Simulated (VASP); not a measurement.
CuI:

```
Cu I
1.0
     0.00000    3.03150    3.03150
     3.03150    0.00000    3.03150
     3.03150    3.03150    0.00000
Cu I
1 1
Direct
  0.75000 0.75000 0.75000
  0.00000 0.00000 0.00000
```

Base run:

```yaml
Program: VASP 6.6.1
Functional: TB-mBJ
Potentials_or_basis: VASP PAW PBE potentials, release 64 (Cu, I)
Cutoff: 520 eV
k_mesh: 8 × 8 × 8
Occupations: fermi-dirac, width 0.05 eV
Spin: no spin polarisation
```

Its results: band gap on the k mesh 2.19 eV, direct.

Problem. The run is repeated on the same cell with these changes: functional from TB-mBJ to PBE. What comes out?

Solution. Band gap on the k mesh 1.14 eV, direct.

Caveats: spin-orbit coupling is left out, which moves the levels of the heavy elements.

